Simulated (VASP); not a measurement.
Given:

```yaml
crystal:
  lattice:
    - [1.34230, -2.27925, 0.00000]
    - [1.34230, 2.27925, 0.00000]
    - [0.00000, 0.00000, 4.38739]
  atoms:
    - { symbol: Ru, position: [0.33333, 0.66667, 0.25000] }
    - { symbol: Ru, position: [0.69102, 0.35769, 0.75000] }
```

These are RPBE GGA, VASP's PBE PAW potentials (set 64) (plane waves; VASP 6.6.1) values and carry that method's errors. Settings: 400 eV cut-off, 14×14×8 Γ-centred mesh, first-order Methfessel-Paxton smearing of 0.10 eV, potentials Ru_pv.

Q: Which forces act on the atoms, in eV/Å?

A: 
```tsv
atom	Fx	Fy	Fz
Ru1	0.369	0.082	0.000
Ru2	-0.369	-0.082	0.000
```

Q: Give the stress tensor in GPa (positive for a compressed cell).

A: 
```
15.35  -1.65   0.00
-1.65  23.74   0.00
 0.00   0.00  -2.04
```
The pressure is its mean diagonal, 12.35 GPa.

The compound is Ru in the hcp structure. The cell was not relaxed at this level, atoms are displaced from their ideal sites. The run is one of a series of settings (GGA = RP against the base run), some of them coarse on purpose.
